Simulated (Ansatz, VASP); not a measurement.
# Cross-check of NiSb between VASP and Ansatz

One calculation is typed for both programs; each brings its own data sets and cutoff. How far apart do they land? The cell is taken from a series of VASP runs on this material, whose earlier steps may have relaxed, scaled or displaced it; both programs get it as it stands.

Program: Ansatz 0.2.0. Level of theory: plane waves, with VASP 6.6.1 beside it; relaxation of cell and atoms at PBEsol. Results are calculated unless marked as measured.

### 1. The starting structure

Symmetry: P6_3/mmc, No. 194, hexagonal system. Conventional cell: a = 3.914 Å, b = 3.914 Å, c = 5.075 Å, α = 90.00°, β = 90.00°, γ = 120.00°. Nearest to Sb lie 6 Ni at 2.59 Å. Ni has 2 Ni at 2.54 Å and 6 Sb at 2.59 Å nearest. Farther neighbours are not listed.

### 2. VASP: relaxation of cell and atoms, PBEsol

The relaxed volume is the usual yardstick between codes: its relative difference is about their pressure difference at one cell divided by the bulk modulus.

Lines of VASP's logs that name or quote its potential files are left out, and so is its time.

INCAR reads:

```
SYSTEM = NiSb
PREC = Accurate
ENCUT = 520
EDIFF = 1E-07
NELM = 100
ISMEAR = 0
SIGMA = 0.05
LREAL = .FALSE.
ALGO = Normal
GGA = PS
NBANDS = 25
ISPIN = 2
MAGMOM = 0 0 1 1
LASPH = .TRUE.
LMAXMIX = 4
LORBIT = 11
LWAVE = .FALSE.
LCHARG = .FALSE.
KPAR = 4
IBRION = 2
NSW = 50
ISIF = 3
EDIFFG = -0.005
```

POSCAR reads:

```
NiSb
1.0
    3.9143589304      0.0000000000      0.0000000000
   -1.9571794652      3.3899342733      0.0000000000
    0.0000000000      0.0000000000      5.0746841801
Sb Ni
2 2
Direct
    0.6666666667      0.3333333333      0.7500000000
    0.3333333333      0.6666666667      0.2500000000
    0.0000000000      0.0000000000      0.5000000000
    0.0000000000      0.0000000000      0.0000000000
```

KPOINTS reads:

```
Automatic mesh
0
Gamma
14 14 10
0 0 0
```

Potentials, in the order of the species: Sb and Ni (PBE family, release 64).

On the command line:

```console
$ mpirun -np 4 vasp_std
```

Numbers of over 12 decimals in the logs are rounded to 6 here.

The log of the run:

```text
[banner, memory and clock lines left out]
running    4 mpi-ranks, on    1 nodes
 distrk:  each k-point on    1 cores,    4 groups
 distr:  one band on    1 cores,    1 groups

 POSCAR found type information on POSCAR SbNi
 POSCAR found :  2 types and       4 ions
|                                                                             |
|               ----> ADVICE to this user running VASP <----                  |
|                                                                             |
|     You enforced a specific xc type in the INCAR file but a different       |
|     [... a line on the potential file left out ...]
|     I HOPE YOU KNOW WHAT YOU ARE DOING!                                     |
|                                                                             |

 LDA part: xc-table for (Slater+PW92), standard interpolation
 POSCAR, INCAR and KPOINTS ok, starting setup
 FFT: planning ... GRIDC
 FFT: planning ... GRID_SOFT
 FFT: planning ... GRID
 WAVECAR not read
 entering main loop
       N       E                     dE             d eps       ncg     rms          rms(c)
DAV:   1     0.172125879034E+03    0.17213E+03   -0.12126E+04 14416   0.124E+03
DAV:   2    -0.141573008111E+02   -0.18628E+03   -0.17559E+03 14854   0.268E+02
DAV:   3    -0.240522797574E+02   -0.98950E+01   -0.96179E+01 17872   0.751E+01
DAV:   4    -0.242645897445E+02   -0.21231E+00   -0.21184E+00 16301   0.102E+01
DAV:   5    -0.242717448305E+02   -0.71551E-02   -0.71546E-02 19251   0.197E+00    0.153E+01
DAV:   6    -0.275101988511E+02   -0.32385E+01   -0.26540E+01 16493   0.919E+01    0.191E+01
DAV:   7    -0.227188203767E+02    0.47914E+01   -0.11369E+01 17255   0.645E+01    0.350E+00
DAV:   8    -0.227309205474E+02   -0.12100E-01   -0.91272E-01 20059   0.852E+00    0.252E+00
DAV:   9    -0.226804111743E+02    0.50509E-01   -0.17370E-01 17113   0.630E+00    0.703E-01
DAV:  10    -0.226817416785E+02   -0.13305E-02   -0.55797E-03 18041   0.736E-01    0.316E-01
DAV:  11    -0.226817201776E+02    0.21501E-04   -0.65071E-04 18665   0.326E-01    0.189E-01
DAV:  12    -0.226814631794E+02    0.25700E-03   -0.43959E-04 17302   0.340E-01    0.729E-02
DAV:  13    -0.226814691634E+02   -0.59840E-05   -0.56074E-05 17047   0.847E-02    0.219E-02
DAV:  14    -0.226814680942E+02    0.10692E-05   -0.57886E-06 19555   0.254E-02    0.121E-02
DAV:  15    -0.226814674325E+02    0.66178E-06   -0.53150E-07 14555   0.609E-03    0.484E-03
DAV:  16    -0.226814670189E+02    0.41353E-06   -0.19593E-07 13132   0.515E-03    0.147E-03
DAV:  17    -0.226814669622E+02    0.56707E-07   -0.51652E-08  7751   0.210E-03
   1 F= -.22681467E+02 E0= -.22680542E+02  d E =-.226815E+02  mag=    -0.0001
 curvature:   0.00 expect dE= 0.000E+00 dE for cont linesearch  0.000E+00
 trial: gam= 0.00000 g(F)=  0.190E-46 g(S)=  0.573E-06 ort = 0.000E+00 (trialstep = 0.100E+01)
 search vector abs. value=  0.573E-06
 reached required accuracy - stopping structural energy minimisation
```

OUTCAR, selected parts (step 2):

```text
ion  position               nearest neighbor table
   1  0.667  0.333  0.750-   3 2.59   4 2.59   3 2.59   4 2.59   3 2.59   4 2.59   2 3.40   2 3.40
                             2 3.40   2 3.40   2 3.40   2 3.40
   2  0.333  0.667  0.250-   3 2.59   4 2.59   3 2.59   4 2.59   3 2.59   4 2.59   1 3.40   1 3.40
                             1 3.40   1 3.40   1 3.40   1 3.40
   3  0.000  0.000  0.500-   4 2.54   4 2.54   1 2.59   2 2.59   1 2.59   2 2.59   1 2.59   2 2.59

  LATTYP: Found a hexagonal cell.
 ALAT       =     3.9143589304
 C/A-ratio  =     1.2964279133

 Subroutine GETGRP returns: Found 24 space group operations
 (whereof 12 operations were pure point group operations)

The static configuration has the point symmetry D_3d.
 The point group associated with its full space group is D_6h.

 Found    144 irreducible k-points:

   k-points           NKPTS =    144   k-points in BZ     NKDIM =    144   number of bands    NBANDS=     25

   dimension x,y,z NGX =    30 NGY =   30 NGZ =   40
   dimension x,y,z NGXF=    60 NGYF=   60 NGZF=   80

   ENCUT  =  520.0 eV  38.22 Ry    6.18 a.u.   7.28  7.28  9.44*2*pi/ulx,y,z

   NELECT =      30.0000    total number of electrons

 k-points in reciprocal lattice and weights: Automatic mesh
   0.00000000  0.00000000  0.00000000       0.001
   0.07142857 -0.00000000  0.00000000       0.003
   0.14285714  0.00000000  0.00000000       0.003
   0.21428571 -0.00000000  0.00000000       0.003
   0.28571429  0.00000000  0.00000000       0.003
   0.35714286  0.00000000  0.00000000       0.003
   0.42857143 -0.00000000  0.00000000       0.003
   0.50000000  0.00000000  0.00000000       0.002
   0.07142857  0.07142857  0.00000000       0.003
[...]
0.28571429  0.28571429  0.50000000       0.003
   0.35714286  0.28571429  0.50000000       0.003

 average (electrostatic) potential at core
       1 -82.5660       2 -82.5660       3 -81.1339       4 -81.1339

 E-fermi :  10.1218

 spin component 1
 k-point     1 :       0.0000    0.0000    0.0000
  band No.  band energies     occupation
    ...
      8       7.4827      1.00000
      9       7.9620      1.00000
     10       7.9620      1.00000
     11       8.7788      1.00000
     12       8.7788      1.00000
     13      10.1297      0.41124
     14      10.7023      0.00000
     15      10.7023      0.00000
     16      12.6409      0.00000
     17      12.6409      0.00000
    ...

 k-point     2 :       0.0714   -0.0000    0.0000
  band No.  band energies     occupation
    ...
      9       7.9222      1.00000
     10       7.9741      1.00000
     11       8.7752      1.00000
     12       8.7793      1.00000
     13      10.1086      0.64574
     14      10.1771      0.05875
     15      10.4525      0.00000
     16      12.2077      0.00000
     17      12.8753      0.00000
     18      13.9938      0.00000
    ...

 k-point     3 :       0.1429    0.0000    0.0000
  band No.  band energies     occupation
    ...
     11       8.7653      1.00000
     12       8.7808      1.00000
     13       9.2597      1.00000
     14       9.9331      1.00000
     15      10.0407      0.98912
     16      11.7420      0.00000
     17      13.3241      0.00000
     18      13.7832      0.00000
     19      14.7848      0.00000
     20      15.7771      0.00000
    ...

 k-point     4 :       0.2143   -0.0000    0.0000
  band No.  band energies     occupation
    ...
     11       8.5849      1.00000
     12       8.7521      1.00000
     13       8.7834      1.00000
     14       9.3730      1.00000
     15       9.9063      1.00000
     16      11.2534      0.00000
     17      13.1097      0.00000
     18      13.7176      0.00000
     19      14.5302      0.00000
     20      16.3192      0.00000
    ...

 k-point     5 :       0.2857    0.0000    0.0000
  band No.  band energies     occupation
    ...
     11       8.2328      1.00000
     12       8.7383      1.00000
     13       8.7867      1.00000
     14       8.8555      1.00000
     15       9.6577      1.00000
     16      10.7402      0.00000
     17      12.3422      0.00000
     18      13.9772      0.00000
     19      14.0754      0.00000
     20      16.1782      0.00000
    ...

 k-point     6 :       0.3571    0.0000    0.0000
  band No.  band energies     occupation
    ...
     11       8.1682      1.00000
     12       8.4193      1.00000
     13       8.7262      1.00000
     14       8.7904      1.00000
     15       9.2429      1.00000
     16      10.2622      0.00004
     17      11.7413      0.00000
     18      13.7626      0.00000
     19      14.1235      0.00000
     20      15.8195      0.00000
    ...

  Total        0.0045588      0.0045588      0.0024352      0.0000000      0.0000000     -0.0000000
  in kB        0.1084688      0.1084688      0.0579417      0.0000000      0.0000000     -0.0000000
  external PRESSURE =       0.0916264 kB  Pullay stress =       0.0000000 kB

  energy-cutoff  :      520.00
  volume of cell :       67.34
      direct lattice vectors                 reciprocal lattice vectors
     3.914358930  0.000000000  0.000000000     0.255469674  0.147495485  0.000000000
    -1.957179465  3.389934273  0.000000000     0.000000000  0.294990970  0.000000000
     0.000000000  0.000000000  5.074684180     0.000000000  0.000000000  0.197056598

 POSITION                                       TOTAL-FORCE (eV/Angst)
 -----------------------------------------------------------------------------------
      1.95718      1.12998      3.80601         0.000000     -0.000000      0.000000
     -0.00000      2.25996      1.26867        -0.000000      0.000000      0.000000
      0.00000      0.00000      2.53734         0.000000      0.000000      0.000000
      0.00000      0.00000      0.00000         0.000000      0.000000      0.000000
 -----------------------------------------------------------------------------------
    total drift:                               -0.000000      0.000000      0.000000

  FREE ENERGIE OF THE ION-ELECTRON SYSTEM (eV)
  ---------------------------------------------------
  free  energy   TOTEN  =       -22.6814669622 eV

  energy  without entropy=      -22.6796172993  energy(sigma->0) =      -22.68054213

 reached required accuracy - stopping structural energy minimisation

 total charge
# of ion       s       p       d       tot
------------------------------------------
    1        1.130   1.230   0.078   2.438
    2        1.130   1.230   0.078   2.438
    3        0.460   0.504   8.476   9.440
    4        0.460   0.504   8.476   9.440
--------------------------------------------------
tot          3.179   3.469  17.110  23.758

 magnetization (x)
# of ion       s       p       d       tot
------------------------------------------
    1       -0.000   0.000   0.000   0.000
    2       -0.000   0.000   0.000   0.000
    3       -0.000  -0.000  -0.000  -0.000
    4       -0.000  -0.000  -0.000  -0.000
--------------------------------------------------
tot         -0.000   0.000  -0.000  -0.000

[... 5 further parts left out ...]
```

CONTCAR:

```
NiSb
   1.00000000000000
     3.9143589304000002    0.0000000000000000    0.0000000000000000
    -1.9571794652000001    3.3899342733000002    0.0000000000000000
     0.0000000000000000    0.0000000000000000    5.0746841801000002
  Sb              Ni
     2     2
Direct
     0.6666666667000030    0.3333333332999970    0.7500000000000000
     0.3333333332999970    0.6666666667000030    0.2500000000000000
     0.0000000000000000    0.0000000000000000    0.5000000000000000
     0.0000000000000000    0.0000000000000000    0.0000000000000000
```

The moments of VASP's start collapse, so its state is non-magnetic. The PAW data sets were made with PBE, which is usual practice but a small mismatch for other functionals. The run keeps the 24 symmetry operations of its start, so it cannot find a distortion of lower symmetry.

(Continued in part 2 of 2.)

[Lines on the potential files, build, host, timing and source positions are cut from VASP's logs without a mark.]

[Logs are printed without paths, hosts, clocks, repeated set-up lines and the standing remarks that a program may print on its own settings, such as how far it seeks lower states.]

[Hosts, paths, dates, database ids (printed as entryN), source tags and the programs' standing remarks are cut or masked in the printed files.]
